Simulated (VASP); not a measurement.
Level of theory: LDA (Ceperley-Alder, Perdew-Zunger), VASP's LDA PAW potentials (set 64) (plane waves; VASP).

A VASP calculation is set up with these files.

File KPOINTS:
```
Automatic mesh
0
Gamma
13 13 4
0 0 0
```

### POSCAR
```
Ag
9.6946250
  0.3076098353   0.0000000000   0.0000000000
 -0.1538049177   0.2663979267   0.0000000000
  0.0000000000   0.0000000000   1.0000000000
Ag
4
Cartesian
  0.0000000000   0.0000000000   0.0000000000
  0.0000000000   0.0000000000   0.5000000000
 -0.0000001538   0.1775987066   0.2500000000
  0.1538050715   0.0887992201   0.7500000000
```

### INCAR
```
! general
SYSTEM   =  Ag
PREC     =  Accurate
ENCUT    =  300
LREAL    =  .FALSE.
LASPH    =  .TRUE.

! electronic loop
EDIFF    =  1E-6
NELM     =  100
ALGO     =  Normal
LMAXMIX  =  4

! smearing
ISMEAR   =  -1
SIGMA    =  0.1

! ions
ISIF     =  2

! output
LWAVE    =  .FALSE.
LCHARG   =  .FALSE.
```

POTCAR, in this order: Ag (LDA.64 set). Program: vasp_std.

Question: What will the output report for the number of irreducible k-points (NKPTS), largest plane-wave count, number of space-group operations, FFT grid (NGX, NGY, NGZ)?

Answer: 
number of irreducible k-points (NKPTS): 63
largest plane-wave count: 909
number of space-group operations: 24
FFT grid (NGX, NGY, NGZ): 18 × 18 × 56

The structure comes from a computed database's Ag entry (P6_3/mmc); how it stands against other phases isn't given here. The cell was not relaxed at this level.
